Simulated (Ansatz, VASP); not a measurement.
**Ta (Ta(310)) in two plane-wave programs**

One calculation is typed for both programs; each brings its own data sets. How far apart do they land? Of the first pair: The structure shown is the start of the Ansatz relaxation below; VASP solves that cell, so the two are compared at the walk's first step.

Calculated with Ansatz 0.2.0; plane waves, with VASP 6.6.1 beside it; single point at PBE.

**1. Starting point**

The cell holds 9 atoms: 9 Ta. Its edges and angles: a = 3.310 Å, b = 5.489 Å, c = 25.374 Å, α = 90.0°, β = 90.0°, γ = 107.5°. Vacuum lies along c.

**2. Ansatz: relaxation, PBE**

Ansatz runs on its default PAW (the set named soft_2) files.

The two programs are compared at the cell with which this relaxation starts, whose forces are those of its first step.

input.yaml reads:

```yaml
crystal:
  lattice:
    - [3.31, 0.0, 0.0]
    - [-1.655, 5.23356953, 0.0]
    - [0.0, 0.0, 25.3737112441]
  atoms:
    - { symbol: Ta, position: [0.9, 0.8, 0.3349923832] }
    - { symbol: Ta, position: [0.2, 0.4, 0.3762442874] }
    - { symbol: Ta, position: [0.5, 0.0, 0.4174961916] }
    - { symbol: Ta, position: [0.8, 0.6, 0.4587480958] }
    - { symbol: Ta, position: [0.1, 0.2, 0.5] }
    - { symbol: Ta, position: [0.4, 0.8, 0.5412519042] }
    - { symbol: Ta, position: [0.7, 0.4, 0.5825038084] }
    - { symbol: Ta, position: [0.0, 0.0, 0.6237557126] }
    - { symbol: Ta, position: [0.3, 0.6, 0.6650076168] }
kpoints:
  mp_grid: { grid: [9, 6, 1] }
hamiltonian:
  xc: pbe
scf:
  occupations: { method: fermi_dirac, width: 0.1 }
  convergence: { dr2_threshold: 1.0e-08 }
efield:
  axis: 3
  dipole_correction: true
  ramp_position: 0.97
  ramp_width: 0.06
relax:
  f_tol: 0.015
  max_steps: 90
  constraints: [{ sites: [0, 1, 2] }]
output:
  write_potential: true
  write_density: true
  volumetric_format: npy
```

Launch:

```console
ansatz run input.yaml --threads 4 --pin off --max-ram 6144MiB --backend cpu --events-out ev --progress --plain --runs-dir out
```

Numbers of over 12 decimals in the logs are rounded to 6 here.

Log:

```text
Warning: crystal.symmetry: narrowed to the stabiliser of the k-point mesh — unitary ops 2 → 1; excluded 1 operation that carries a point of the 9×6×1 mesh (shift [0, 0, 0]) off the mesh (the run samples exactly the mesh kpoints.mp_grid names, as under crystal.symmetry.detect: false, and its converged state has the mesh's symmetry, not the crystal's; ε∞, the Born charges and the force constants of a linear response (`dielectric:` by the response, `phonons.method: dfpt`) are averaged over those of the crystal's operations that the state keeps within a tolerance, where `mesh_tensors`, `unaveraged_element` or `gamma_mean_max_change_ev_ang2` stands beside them; [rest of the remark cut]
Engine: ansatz 0.2.0, aarch64-unknown-linux-gnu
Pseudopotentials: kind: paw
Pseudopotential: Ta, paw, valence charge 13, recommended cutoff 420 eV (normal), Ta.paw.azcp
Functional definition: PBE
  parameter kappa = 0.804
  parameter beta = 0.066725
  exchange = pbe_x(kappa = kappa, mu = beta*pi^2/3)
  correlation = pbe_c(beta = beta)
Crystal: 9 atoms, lattice volume = 439.552 Å³
Basis set: ecut = 420 eV, 8629 PW (Γ), exchange–correlation on 48×80×360 points (8 copies of the dense FFT grid, shifted against one another)
Bands: 71, of which v1, the nominal top of the filled ones, is band 59 counted from 1 (58 counted from 0)
Symmetry: 1 space group operations
k-points: 28 of 54 (time reversal used)
Non-local potential: Ta, projectors of the file, l = 0: 3, l = 1: 2, l = 2: 2, l = 3: 1
PAW form: soft (Blöchl's): semilocal exchange-correlation on the pseudo side does not see the compensation charge
PAW one-centre angular grid: Ta, 590 points (default); XC on 64 Gauss nodes
Initial density: superposition of atomic densities (neutral atoms: chi_scale 0, normalization atom), corrected by the library's trained network
Initial wavefunctions: pseudopotential atomic-orbital guess
Functional: x = pbe(κ = 0.804, μ = 0.219515), c = pbe(β = 0.066725)
SCF iter   1: F=—  HF=-89384.507043 eV  |F-HF|=—  |Δ(HF+E_count)|=         —  Δρ=5.45e-3  dr2=2.52e0  ethr=1.77e-3  p=0.000 e·Å  D=7.16e-14 V/Å  ΔV_dip=-0.00 eV  dr2_dipole=8.19e-9  V_vac-E_F(+/−)=4.17/4.17 eV  ⟨swp⟩=10.5  Hψ=9893  notcnv=0
efield: sawtooth ramp at fractional position 0.9700 (set: `efield.ramp_position`, or a place that a band, a saddle search or an elastic batch's reference lends), width 0.0600; the density the first Hamiltonian is built on has a dipole p = 0.000 e·Å; the dipole correction subtracts the counter field D = 7.16e-14 V/Å, which shifts the + side's vacuum level by -0.00 eV against the − side's; the planar-averaged density in the ramp window peaks in size at 3.3e-5 e/Å³
preconditioner: auto → LDOS  [metal: Δε(μ)=0.010 eV  Ē_g=3.504 eV  σ=0.100 eV  W_gap=0.03  n_scr=74 (ndim 8)  ℏωp=11.9 eV  f_vac=0.533  D(μ)=11.47/eV (n_scr^D=74)  β→1.0]
SCF iter   2: F=—  HF=-89384.421407 eV  |F-HF|=—  |Δ(HF+E_count)|=   8.56e-2  Δρ=2.00e-3  dr2=5.53e-2  ethr=1.77e-3  p=-0.000 e·Å  D=-1.50e-5 V/Å  ΔV_dip=0.00 eV  dr2_dipole=3.11e-6  V_vac-E_F(+/−)=3.80/3.80 eV  ⟨swp⟩=3.0  Hψ=2560  notcnv=0
SCF iter   3: F=—  HF=-89384.421439 eV  |F-HF|=—  |Δ(HF+E_count)|=   3.20e-5  Δρ=5.63e-4  dr2=1.12e-2  ethr=4.73e-5  p=0.000 e·Å  D=4.73e-6 V/Å  ΔV_dip=-0.00 eV  dr2_dipole=7.84e-7  V_vac-E_F(+/−)=3.81/3.81 eV  ⟨swp⟩=2.1  Hψ=2852  notcnv=0
SCF iter   4: F=—  HF=-89384.421206 eV  |F-HF|=—  |Δ(HF+E_count)|=   2.34e-4  Δρ=1.71e-4  dr2=3.13e-4  ethr=9.57e-6  p=-0.000 e·Å  D=-3.10e-6 V/Å  ΔV_dip=0.00 eV  dr2_dipole=8.67e-9  V_vac-E_F(+/−)=3.78/3.78 eV  ⟨swp⟩=2.0  Hψ=2532  notcnv=0
SCF iter   5: F=—  HF=-89384.421218 eV  |F-HF|=—  |Δ(HF+E_count)|=   1.21e-5  Δρ=5.55e-5  dr2=3.43e-5  ethr=2.68e-7  p=0.000 e·Å  D=4.47e-7 V/Å  ΔV_dip=-0.00 eV  dr2_dipole=3.78e-9  V_vac-E_F(+/−)=3.77/3.77 eV  ⟨swp⟩=3.4  Hψ=4145  notcnv=0
SCF iter   6: F=—  HF=-89384.421235 eV  |F-HF|=—  |Δ(HF+E_count)|=   1.73e-5  Δρ=2.15e-5  dr2=3.59e-6  ethr=2.93e-8  p=-0.000 e·Å  D=-1.70e-6 V/Å  ΔV_dip=0.00 eV  dr2_dipole=4.52e-9  V_vac-E_F(+/−)=3.77/3.77 eV  ⟨swp⟩=2.5  Hψ=3512  notcnv=0
SCF iter   7: F=—  HF=-89384.421171 eV  |F-HF|=—  |Δ(HF+E_count)|=   6.45e-5  Δρ=5.20e-6  dr2=3.00e-7  ethr=3.07e-9  p=0.000 e·Å  D=2.41e-7 V/Å  ΔV_dip=-0.00 eV  dr2_dipole=5.53e-11  V_vac-E_F(+/−)=3.77/3.77 eV  ⟨swp⟩=2.1  Hψ=3252  notcnv=0
SCF iter   8: F=—  HF=-89384.421171 eV  |F-HF|=—  |Δ(HF+E_count)|=   1.99e-7  Δρ=1.48e-6  dr2=2.07e-8  ethr=2.56e-10  p=-0.000 e·Å  D=-3.71e-7 V/Å  ΔV_dip=0.00 eV  dr2_dipole=4.44e-10  V_vac-E_F(+/−)=3.77/3.77 eV  ⟨swp⟩=2.5  Hψ=3139  notcnv=0
[...]
SCF iter   4: F=—  HF=-89384.688599 eV  |F-HF|=—  |Δ(HF+E_count)|=   4.86e-6  Δρ=1.13e-5  dr2=1.15e-6  ethr=2.05e-8  p=-0.008 e·Å  D=-3.48e-3 V/Å  ΔV_dip=0.09 eV  dr2_dipole=3.92e-10  V_vac-E_F(+/−)=3.84/3.75 eV  ⟨swp⟩=2.5  Hψ=3370  notcnv=0
SCF iter   5: F=—  HF=-89384.688537 eV  |F-HF|=—  |Δ(HF+E_count)|=   6.18e-5  Δρ=3.21e-6  dr2=1.15e-7  ethr=9.81e-10  p=-0.008 e·Å  D=-3.49e-3 V/Å  ΔV_dip=0.09 eV  dr2_dipole=2.73e-11  V_vac-E_F(+/−)=3.84/3.75 eV  ⟨swp⟩=2.0  Hψ=3412  notcnv=0
SCF iter   6: F=—  HF=-89384.688537 eV  |F-HF|=—  |Δ(HF+E_count)|=   6.98e-8  Δρ=1.07e-6  dr2=1.22e-8  ethr=9.82e-11  p=-0.008 e·Å  D=-3.50e-3 V/Å  ΔV_dip=0.09 eV  dr2_dipole=4.32e-10  V_vac-E_F(+/−)=3.84/3.75 eV  ⟨swp⟩=2.1  Hψ=2886  notcnv=0
SCF iter   7: F=-89384.688537 eV  HF=-89384.688537 eV  |F-HF|=1.63e-9  |Δ(HF+E_count)|=   3.94e-9  Δρ=3.04e-7  dr2=8.38e-10  ethr=8.55e-12  p=-0.008 e·Å  D=-3.50e-3 V/Å  ΔV_dip=0.09 eV  dr2_dipole=2.96e-11  V_vac-E_F(+/−)=3.84/3.75 eV  ⟨swp⟩=10.8  Hψ=14361  notcnv=0
SCF 6 converged in 7 iterations: F = -89384.688537 eV  dr2 = 8.38e-10
relax step   6: F+E_penalty+E_count = -89384.68853748 eV  Δ(F+E_penalty+E_count) = -9.682e-5 eV  max|allowed force component| = 1.143e-2 eV/Å  Δτ_max = 0.0073 Å  (7 SCF iters, accepted)
NSCF: frozen V_eff on 28 k-points
the band table was solved once a step of the walk had ended and its energy, with any forces and stress, was formed, with the checks that follow a solve (9843 applications of the Hamiltonian). They found nothing against the state; the energy, forces and stress were not computed again (output.eigenvalues in the input reference)
WARN: The output density's exchange-correlation potential varies sharply where the density is thin. Do not read a vacuum level from v_tot or v_xc, or from such a field of the output density. On a cell that repeats whose density bears no net charge and no dipole along the vacuum's axis use v_es (v_loc + v_h of the components); under efield.dipole_correction with no amplitude use v_es + v_field, which holds any externa [...]
SCF converged after 7 iterations
Free energy (F): -89384.688537 eV
Harris-Foulkes:  -89384.688537 eV  (|F-HF|=1.63e-9)
Internal energy: -89384.325126 eV  (E = F + TS)
E sigma→0 (E₀):  -89384.506832 eV
Entropy (-TS):   -0.363412 eV (-40.379 meV/atom)
Fermi energy:    4.666925 eV
Dipole field:    D = -0.003503 V/Å  (p = -0.008510 e·Å, saw-weighted, corrected)
Work function:   Φ+ = 3.8419 eV   Φ− = 3.7530 eV
Levels:          The Fermi level and band energies are counted from a zero that moves with the ramp; work functions are not
--- Per-component energies (eV) ---
  E_band       = -2591.010186
  E_kinetic    = 3277.943202
  E_local      = -125530.292296  (includes V_loc(G=0)·N_el)
  E_nonlocal   = 133.811193
  E_hartree    = 61182.658045
  E_xc         = -1956.781328
  E_vxc        = -1823.878699  (∫ρ·V_xc dr)
  E_paw        = -75567.950295  (= ΣΔE_a)
  E_vpaw       = -1013.906053  (= ΣTr[D̂ρ^β])
  E_aug_tail   = 0.001291  (compensation charges beyond the density's cutoff)
  E_efield     = 0.000015  (sawtooth field / dipole correction)
  E_vefield    = -0.009583  (∫n·V_field dr)
  E_ewald      = 49076.285047
  E_smearing   = -0.363412  (= −TS)
  E_closure    = 0.000000  (closes the sum)
  Σ components = -89384.688537   (vs F -89384.688537, Δ=0.00e0)
--- Forces (eV/Å), atoms counted from 1 ---
  atom   1  Ta     0.00003042     0.04556456     1.69790539
  atom   2  Ta    -0.00001631     0.50183295    -0.66006062
  atom   3  Ta    -0.00038613    -0.54527243    -1.03520025
  atom   4  Ta     0.00042399    -0.00278978     0.00139751
  atom   5  Ta    -0.00005661    -0.00228316    -0.00210079
  atom   6  Ta     0.00033537    -0.00113255    -0.00181427
  atom   7  Ta    -0.00031860    -0.00027236    -0.00328507
  atom   8  Ta     0.00002847     0.01143147     0.00270130
  atom   9  Ta    -0.00004064    -0.00707884     0.00045033
  max |Σ_I F_I| component: 6.48e-6 eV/Å
--- Band table (eV; the first three rows and the last of 28) ---
  k-point 0: bands = [... 55 lower, 4.6580, 4.8580, 4.9427, 5.1828, 5.2158, 5.3636, 5.4861, 5.6571, ... 8 higher]
  k-point 1: bands = [... 55 lower, 4.6438, 4.8332, 5.1189, 5.1809, 5.2921, 5.3481, 5.4903, 5.5848, ... 8 higher]
  k-point 2: bands = [... 55 lower, 4.5372, 4.6546, 4.9005, 4.9453, 5.0961, 5.3428, 5.5176, 5.5946, ... 8 higher]
  k-point 27: bands = [... 55 lower, 4.1810, 4.4319, 4.4659, 4.6073, 4.7355, 5.0189, 5.3087, 5.6489, ... 8 higher]
--- Relaxed structure (6 steps of the walk, 6 accepted, 0 SCFs on fresh bases) ---
  F+E_penalty+E_count = -89384.68853748 eV   max|allowed force component| = 1.143e-2 eV/Å
  atoms:
    - { symbol: Ta, position: [0.900000, 0.800000, 0.334992] }
    - { symbol: Ta, position: [0.200000, 0.400000, 0.376244] }
    - { symbol: Ta, position: [0.5, 0.0, 0.417496] }
    - { symbol: Ta, position: [0.801038, 0.602089, 0.456392] }
    - { symbol: Ta, position: [0.100417, 0.200864, 0.499157] }
    - { symbol: Ta, position: [0.398997, 0.797973, 0.543070] }
    - { symbol: Ta, position: [0.697952, 0.396000, 0.582543] }
    - { symbol: Ta, position: [-0.00961809, -0.019135, 0.624993] }
    - { symbol: Ta, position: [0.289168, 0.578367, 0.656794] }
```

(Part 1 of 3 ends here.)

[Lines on the potential files, build, host, timing and source positions are cut from VASP's logs without a mark.]

[Logs are printed without paths, hosts, clocks, repeated set-up lines and the standing remarks that a program may print on its own settings, such as how far it seeks lower states.]

[Hosts, paths, dates, database ids (printed as entryN), source tags and the programs' standing remarks are cut or masked in the printed files.]
